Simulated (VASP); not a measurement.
Data:

```yaml
crystal:
  lattice:
    - [0.00000, 2.35913, 2.35913]
    - [2.35913, 0.00000, 2.35913]
    - [2.35913, 2.35913, 0.00000]
  atoms:
    - { symbol: Zr, position: [0.00000, 0.00000, 0.00000] }
    - { symbol: C, position: [0.50000, 0.50000, 0.50000] }
```

These are PBEsol GGA, VASP's PBE PAW potentials (set 64) (plane waves; VASP 6.6.1) values and carry that method's errors. Settings: 520 eV cut-off, 13×13×13 Γ-centred mesh, first-order Methfessel-Paxton smearing of 0.10 eV, potentials Zr_sv C.

The job: ZrC (rock salt), 2 atoms, PBEsol, static run, 520 eV, 13×13×13 Γ-centred mesh. Roughly how much core time does it take on a busy server core?

About 20 core-seconds (one run on a shared machine, a rough figure). It had 84 irreducible k-points, 12 bands, up to 725 plane waves and 14 electronic steps.

The compound is ZrC in the rock salt structure. This cell is one point of a volume scan, at 1.03 of the reference volume.
